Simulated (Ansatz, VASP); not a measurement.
## Zn (Zn strained to the junction's net) in two plane-wave programs

Wanted: the spread between two codes on one cell, functional and k mesh. The structure shown is the end of the Ansatz relaxation below.

Main program and level: Ansatz 0.2.0; plane waves, with VASP 6.6.1 beside it; single point at PBE.

## Step 1: The starting structure

It takes space group P6_3/mmc (No. 194, hexagonal). The conventional cell has a = 2.685 Å, b = 2.685 Å, c = 4.993 Å, α = 90.00°, β = 90.00°, γ = 120.00°. Nearest to Zn lie 12 Zn at 2.69 to 2.94 Å.

As a file:

```cif
data_structure
_symmetry_space_group_name_H-M 'P 1'
_symmetry_Int_Tables_number 1
_cell_length_a 2.6850
_cell_length_b 2.6850
_cell_length_c 4.9932
_cell_angle_alpha 90.000
_cell_angle_beta 90.000
_cell_angle_gamma 120.000
_cell_volume 31.17
loop_
_atom_site_label
_atom_site_type_symbol
_atom_site_fract_x
_atom_site_fract_y
_atom_site_fract_z
_atom_site_occupancy
Zn1 Zn 0.00000 0.00000 0.00000 1
Zn2 Zn 0.33333 0.66667 0.50000 1
```

## Step 2: Ansatz: relaxation, PBE

Ansatz runs on its default PAW (the set named soft_2) files.

This run makes the geometry at which the two programs are then compared.

input.yaml

```yaml
crystal:
  lattice:
    - [2.685, 0.0, 0.0]
    - [-1.3425, 2.3252782092, 0.0]
    - [0.0, 0.0, 4.9174342105]
  atoms:
    - { symbol: Zn, position: [0.0, 0.0, 0.0] }
    - { symbol: Zn, position: [0.3333333333, 0.6666666667, 0.5] }
kpoints:
  mp_grid: { grid: [18, 18, 6] }
scf:
  occupations: { method: fermi_dirac, width: 0.1 }
  max_iter: 150
hamiltonian:
  xc: pbe
relax:
  f_tol: 0.01
  max_steps: 40
  cell: { fix: [a, b, angles] }
```

Launch:

```bash
$ ansatz run input.yaml --threads 4 --pin off --max-ram 10240MiB --backend cpu --events-out ev --progress --plain --runs-dir out
```

Numbers of over 12 decimals in the logs are rounded to 6 here.

The program printed:

```text
Engine: ansatz 0.2.0, aarch64-unknown-linux-gnu
Pseudopotentials: kind: paw
Pseudopotential: Zn, paw, valence charge 12, recommended cutoff 420 eV (normal), Zn.paw.azcp
Functional definition: PBE
  parameter kappa = 0.804
  parameter beta = 0.066725
  exchange = pbe_x(kappa = kappa, mu = beta*pi^2/3)
  correlation = pbe_c(beta = beta)
Crystal: 2 atoms, lattice volume = 30.701 Å³
Basis set: ecut = 420 eV, 635 PW (Γ), exchange–correlation on 36×36×72 points (8 copies of the dense FFT grid, shifted against one another)
Bands: 16, of which v1, the nominal top of the filled ones, is band 12 counted from 1 (11 counted from 0)
Symmetry: 24 space group operations
Space group: P63/mmc (ITA 194), of the structure as read, at distance tolerance 3.1e-5 Å
k-points: 148 of 1944
Non-local potential: Zn, projectors of the file, l = 0: 2, l = 1: 2, l = 2: 3, l = 3: 1
PAW form: soft (Blöchl's): semilocal exchange-correlation on the pseudo side does not see the compensation charge
PAW one-centre angular grid: Zn, 590 points (default); XC on 64 Gauss nodes
Initial density: superposition of atomic densities (neutral atoms: chi_scale 0, normalization atom), corrected by the library's trained network
Initial wavefunctions: pseudopotential atomic-orbital guess
Functional: x = pbe(κ = 0.804, μ = 0.219515), c = pbe(β = 0.066725)
SCF iter   1: F=—  HF=-6638.056511 eV  |F-HF|=—  |Δ(HF+E_count)|=         —  Δρ=1.28e-3  dr2=2.92e-4  ethr=1.77e-3  ⟨swp⟩=5.0  Hψ=11657  notcnv=0
preconditioner: auto → none  [metal: Δε(μ)=0.015 eV  Ē_g=13.002 eV  σ=0.100 eV  W_gap=0.04  n_scr=4 (ndim 8)  ℏωp=32.8 eV  f_vac=0.000  D(μ)=0.53/eV (n_scr^D=2)  sad-step TF]
SCF iter   2: F=—  HF=-6638.056546 eV  |F-HF|=—  |Δ(HF+E_count)|=   3.53e-5  Δρ=8.43e-4  dr2=1.25e-4  ethr=1.22e-6  ⟨swp⟩=2.2  Hψ=5435  notcnv=0
SCF iter   3: F=—  HF=-6638.056523 eV  |F-HF|=—  |Δ(HF+E_count)|=   2.33e-5  Δρ=3.51e-4  dr2=1.99e-5  ethr=5.19e-7  ⟨swp⟩=2.0  Hψ=3928  notcnv=0
SCF iter   4: F=—  HF=-6638.056541 eV  |F-HF|=—  |Δ(HF+E_count)|=   1.87e-5  Δρ=1.24e-4  dr2=2.59e-6  ethr=8.30e-8  ⟨swp⟩=2.7  Hψ=4077  notcnv=0
iter 5 did not close the SCF: its close was put off for the readings that it lacked (scf_convergence_deferred on its scf_iter line)
SCF iter   5: F=-6638.056542 eV  HF=-6638.056542 eV  |F-HF|=6.79e-8  |Δ(HF+E_count)|=   2.10e-7  Δρ=2.10e-5  dr2=8.44e-8  ethr=1.08e-8  ⟨swp⟩=2.0  Hψ=4038  notcnv=0
SCF iter   6: F=-6638.056542 eV  HF=-6638.056542 eV  |F-HF|=1.62e-9  |Δ(HF+E_count)|=  7.68e-10  Δρ=3.55e-6  dr2=1.87e-9  ethr=3.51e-10  ⟨swp⟩=3.0  Hψ=10290  notcnv=0
SCF 1 converged in 6 iterations: F = -6638.056542 eV  dr2 = 1.87e-9
  greatest PAW one-centre occupation: 0.981 electrons in one spin orbital (limit 2), on the Zn atom at site 1 (counted from 0), in its partial waves of l = 2
relax step   1: F+E_penalty+E_count = -6638.05654160 eV  Δ(F+E_penalty+E_count) = +0.000e0 eV  max|allowed force component| = 8.327e-17 eV/Å  Δτ_max = 0.0000 Å  P = -1.134 GPa  Ω = 30.701 Å³  fix = [a, b, alpha, beta, gamma]  reactions: a -2.102, b -2.102 GPa  (6 SCF iters, dr2 threshold 1.00e-7 eV, accepted)
[...]
relax step   2: F+E_penalty+E_count = -6638.05710725 eV  Δ(F+E_penalty+E_count) = -5.656e-4 eV  max|allowed force component| = 1.850e-16 eV/Å  Δτ_max = 0.0000 Å  P = -1.430 GPa  Ω = 30.868 Å³  energy of the carried Pulay correction = -1.213e-4 eV  fix = [a, b, alpha, beta, gamma]  reactions: a -2.405, b -2.405 GPa  (4 SCF iters, dr2 threshold 2.00e-7 eV, accepted)
[...]
relax step   3: F+E_penalty+E_count = -6638.05739678 eV  Δ(F+E_penalty+E_count) = -2.895e-4 eV  max|allowed force component| = 4.626e-17 eV/Å  Δτ_max = 0.0000 Å  P = -1.941 GPa  Ω = 31.174 Å³  energy of the carried Pulay correction = -3.425e-4 eV  fix = [a, b, alpha, beta, gamma]  reactions: a -2.923, b -2.923 GPa  (5 SCF iters, dr2 threshold 2.00e-7 eV, accepted)
[...]
relax step   4: F+E_penalty+E_count = -6638.05772771 eV  Δ(F+E_penalty+E_count) = -3.309e-4 eV  max|allowed force component| = 4.626e-17 eV/Å  Δτ_max = 0.0000 Å  P = -1.941 GPa  Ω = 31.174 Å³  fix = [a, b, alpha, beta, gamma]  reactions: a -2.923, b -2.923 GPa  stress off target by 2.35e-2 GPa on what of the cell is left free  SCF on the basis re-selected at this cell (its energy is not comparable with the rows above)  (5 SCF iters)
basis re-selected at this cell: Δ(F+E_penalty+E_count) = -3.309e-4 eV, ΔP = +0.001 GPa vs the last step (what re-selecting the basis moved, of the pressure what is left beyond the Pulay correction that the steps carried, after the strain that the cell walked since its last selection, with what the two solves' SCF thresholds leave and, on support functions, any second-order correction that the steps lacked; it is no m [...]
SCF converged after 5 iterations
Free energy (F): -6638.057728 eV
Harris-Foulkes:  -6638.057728 eV  (|F-HF|=8.19e-12)
Internal energy: -6638.040891 eV  (E = F + TS)
E sigma→0 (E₀):  -6638.049310 eV
Entropy (-TS):   -0.016836 eV (-8.418 meV/atom)
Fermi energy:    10.713241 eV
--- Per-component energies (eV) ---
  E_band       = 90.206188
  E_kinetic    = 261.457540
  E_local      = -3105.954069  (includes V_loc(G=0)·N_el)
  E_nonlocal   = 1221.363530
  E_hartree    = 1301.094725
  E_xc         = -275.061512
  E_vxc        = -104.740762  (∫ρ·V_xc dr)
  E_paw        = -3649.949356  (= ΣΔE_a)
  E_vpaw       = -784.108903  (= ΣTr[D̂ρ^β])
  E_aug_tail   = -0.000693  (compensation charges beyond the density's cutoff)
  E_ewald      = -2390.991056
  E_smearing   = -0.016836  (= −TS)
  E_closure    = 0.000000  (closes the sum)
  Σ components = -6638.057728   (vs F -6638.057728, Δ=0.00e0)
--- Forces (eV/Å), atoms counted from 1 ---
  atom   1  Zn    -0.00000000    -0.00000000     0.00000000
  atom   2  Zn     0.00000000     0.00000000    -0.00000000
  max |Σ_I F_I| component: 5.55e-17 eV/Å
--- Stress (GPa, compression-positive) ---
       -2.922579      -0.000000       0.000000
        0.000000      -2.922579       0.000000
        0.000000       0.000000       0.023486
  P = ⅓ Tr σ = -1.9406 GPa (-19.406 kbar)
--- Relaxed structure (3 steps of the walk, 3 accepted, 1 SCFs on fresh bases) ---
  F+E_penalty+E_count = -6638.05772771 eV   max|allowed force component| = 4.626e-17 eV/Å   (the final SCF, on the basis selected at the relaxed cell)
  cell:  # Å, volume = 31.1745 Å³
    - [2.685000, 0, 0.0]
    - [-1.342500, 2.325278, 0.0]
    - [0.0, 0.0, 4.993207]
  atoms:
    - { symbol: Zn, position: [9.251858539620032e-18, -5.0885221963063393e-17, 0.0] }
    - { symbol: Zn, position: [0.333333, 0.666667, 0.5] }
```

In the SCF lines HF is the Harris–Foulkes energy and dr2 the Hartree energy of the density residual, in eV; the loop may stop once dr2 is under the threshold and the program's other checks hold. Hψ counts applications of the Hamiltonian.

## Step 3: VASP: single point, PBE

The same cell, functional, mesh and smearing now go to VASP, with its own data sets.

Lines of VASP's logs that name or quote its potential files are left out, and so is its time.

INCAR

```
SYSTEM = Zn
PREC = Accurate
ENCUT = 500
EDIFF = 1E-06
NELM = 120
ISMEAR = -1
SIGMA = 0.1
LREAL = .FALSE.
ALGO = Normal
GGA = PE
NBANDS = 18
LORBIT = 11
LWAVE = .FALSE.
LCHARG = .FALSE.
ISIF = 2
LASPH = .TRUE.
GGA_COMPAT = .FALSE.
```

POSCAR

```
Zn
1.0
    2.6850000000      0.0000000000      0.0000000000
   -1.3425000000      2.3252782092      0.0000000000
    0.0000000000      0.0000000000      4.9932072739
Zn
2
Direct
    0.0000000000      0.0000000000      0.0000000000
    0.3333333333      0.6666666667      0.5000000000
```

KPOINTS

```
Automatic mesh
0
Gamma
18 18 6
0 0 0
```

PAW data sets: Zn (PBE family, release 64).

Launch:

```bash
$ mpirun -np 1 vasp_std
```

The program printed:

```text
[banner, memory and clock lines left out]
running    1 mpi-ranks, on    1 nodes
 distrk:  each k-point on    1 cores,    1 groups
 distr:  one band on    1 cores,    1 groups

 POSCAR found type information on POSCAR Zn
 POSCAR found :  1 types and       2 ions
 LDA part: xc-table for (Slater+PW92), standard interpolation
 POSCAR, INCAR and KPOINTS ok, starting setup
 FFT: planning ... GRIDC
 FFT: planning ... GRID_SOFT
 FFT: planning ... GRID
 WAVECAR not read
 entering main loop
       N       E                     dE             d eps       ncg     rms          rms(c)
DAV:   1     0.107560829152E+03    0.10756E+03   -0.12436E+04  5456   0.206E+03
DAV:   2     0.185918032951E+01   -0.10570E+03   -0.10269E+03  5370   0.293E+02
DAV:   3    -0.238676213942E+01   -0.42459E+01   -0.42318E+01  6028   0.676E+01
DAV:   4    -0.241034083826E+01   -0.23579E-01   -0.23572E-01  5834   0.514E+00
DAV:   5    -0.241037458298E+01   -0.33745E-04   -0.33744E-04  5702   0.173E-01    0.376E+00
DAV:   6    -0.222576001781E+01    0.18461E+00   -0.81324E-01  5736   0.189E+01    0.287E+00
DAV:   7    -0.221788695179E+01    0.78731E-02   -0.26446E-02  6684   0.277E+00    0.149E+00
DAV:   8    -0.221390151391E+01    0.39854E-02   -0.18527E-03  6924   0.648E-01    0.470E-02
DAV:   9    -0.221391505766E+01   -0.13544E-04   -0.22775E-04  7146   0.198E-01    0.353E-02
DAV:  10    -0.221391886593E+01   -0.38083E-05   -0.21238E-05  5502   0.540E-02    0.286E-03
DAV:  11    -0.221391869846E+01    0.16747E-06   -0.10349E-07  3102   0.468E-03
   1 F= -.22139187E+01 E0= -.22054968E+01  d E =-.168439E-01
```

OUTCAR, selected parts (step 3):

```text
ion  position               nearest neighbor table
   1  0.000  0.000  0.000-   2 2.94   2 2.94   2 2.94   2 2.94   2 2.94   2 2.94
   2  0.333  0.667  0.500-   1 2.94   1 2.94   1 2.94   1 2.94   1 2.94   1 2.94

  LATTYP: Found a hexagonal cell.
 ALAT       =     2.6850000000
 C/A-ratio  =     1.8596675136

 Subroutine GETGRP returns: Found 24 space group operations
 (whereof 12 operations were pure point group operations)

The static configuration has the point symmetry D_3h.
 The point group associated with its full space group is D_6h.

 Found    148 irreducible k-points:

   k-points           NKPTS =    148   k-points in BZ     NKDIM =    148   number of bands    NBANDS=     18

   dimension x,y,z NGX =    20 NGY =   20 NGZ =   36
   dimension x,y,z NGXF=    40 NGYF=   40 NGZF=   72

   ENCUT  =  500.0 eV  36.75 Ry    6.06 a.u.   4.90  4.90  9.10*2*pi/ulx,y,z

   NELECT =      24.0000    total number of electrons

 k-points in reciprocal lattice and weights: Automatic mesh
   0.00000000  0.00000000  0.00000000       0.001
   0.05555556 -0.00000000  0.00000000       0.003
   0.11111111 -0.00000000  0.00000000       0.003
   0.16666667 -0.00000000  0.00000000       0.003
   0.22222222 -0.00000000  0.00000000       0.003
   0.27777778 -0.00000000  0.00000000       0.003
   0.33333333 -0.00000000  0.00000000       0.003
   0.38888889 -0.00000000  0.00000000       0.003
   0.44444444 -0.00000000  0.00000000       0.003
[...]
0.33333333  0.27777778  0.50000000       0.006
   0.33333333  0.33333333  0.50000000       0.001

 average (electrostatic) potential at core
       1 -37.0362       2 -37.0362

 E-fermi :   2.9706

 k-point     1 :       0.0000    0.0000    0.0000
  band No.  band energies     occupation
    ...
      9      -4.3225      2.00000
     10      -4.1258      2.00000
     11      -4.1258      2.00000
     12      -0.5784      2.00000
     13      -0.1397      2.00000
     14      16.2776      0.00000
     15      19.8922      0.00000
     16      20.0775      0.00000
     17      20.0775      0.00000
     18      21.7199      0.00000

 k-point     2 :       0.0556   -0.0000    0.0000
  band No.  band energies     occupation
    ...
      9      -4.3306      2.00000
     10      -4.1742      2.00000
     11      -4.1248      2.00000
     12      -0.4376      2.00000
     13      -0.0915      2.00000
     14      16.3734      0.00000
     15      18.3860      0.00000
     16      19.2029      0.00000
     17      19.8413      0.00000
     18      20.9357      0.00000

 k-point     3 :       0.1111   -0.0000    0.0000
  band No.  band energies     occupation
    ...
      9      -4.3530      2.00000
     10      -4.2825      2.00000
     11      -4.1229      2.00000
     12      -0.0389      2.00000
     13       0.0598      2.00000
     14      15.8076      0.00000
     15      16.6472      0.00000
     16      17.9103      0.00000
     17      19.5100      0.00000
     18      20.2885      0.00000

  Total       -0.4953414     -0.4953414      0.0386795      0.0000000      0.0000000      0.0000000
  in kB      -25.4575359    -25.4575359      1.9878932      0.0000000      0.0000000      0.0000000
  external PRESSURE =     -16.3090596 kB  Pullay stress =       0.0000000 kB

  energy-cutoff  :      500.00
  volume of cell :       31.17
      direct lattice vectors                 reciprocal lattice vectors
     2.685000000  0.000000000  0.000000000     0.372439479  0.215028033  0.000000000
    -1.342500000  2.325278209  0.000000000     0.000000000  0.430056066  0.000000000
     0.000000000  0.000000000  4.993207274     0.000000000  0.000000000  0.200272079

 POSITION                                       TOTAL-FORCE (eV/Angst)
 -----------------------------------------------------------------------------------
      0.00000      0.00000      0.00000         0.000000      0.000000      0.000000
     -0.00000      1.55019      2.49660        -0.000000     -0.000000      0.000000
 -----------------------------------------------------------------------------------
    total drift:                               -0.000002      0.000001     -0.000000

  FREE ENERGIE OF THE ION-ELECTRON SYSTEM (eV)
  ---------------------------------------------------
  free  energy   TOTEN  =        -2.2139186985 eV

  energy  without entropy=       -2.1970748174  energy(sigma->0) =       -2.20549676

 total charge
# of ion       s       p       d       tot
------------------------------------------
    1        0.592   0.427   9.721  10.740
    2        0.592   0.427   9.721  10.740
--------------------------------------------------
tot          1.184   0.854  19.442  21.480

[... 3 further parts left out ...]
```

The run ends at a pressure of -1.63 GPa.

## Step 4: Side by side

Known differences besides the potentials themselves: the cutoff is 420 eV in Ansatz and 500 eV in VASP; Ansatz's pressure holds a Pulay correction, VASP's none. Total energies have different zeros and are not compared.

Both answers:

```csv
quantity,Ansatz,VASP,difference
pressure (GPa),-1.94,-1.63,-0.31
```

## Step 5: Results

```
difference in pressure (single point, PBE) : -0.31 GPa
```

The difference in pressure is -0.31 GPa (single point, PBE), within the 1 GPa picked in this series as the mark of a large difference. How closely two codes agree says nothing of how well the functional describes the real material.

[Lines on the potential files, build, host, timing and source positions are cut from VASP's logs without a mark.]

[Logs are printed without paths, hosts, clocks, repeated set-up lines and the standing remarks that a program may print on its own settings, such as how far it seeks lower states.]

[Hosts, paths, dates, database ids (printed as entryN), source tags and the programs' standing remarks are cut or masked in the printed files.]
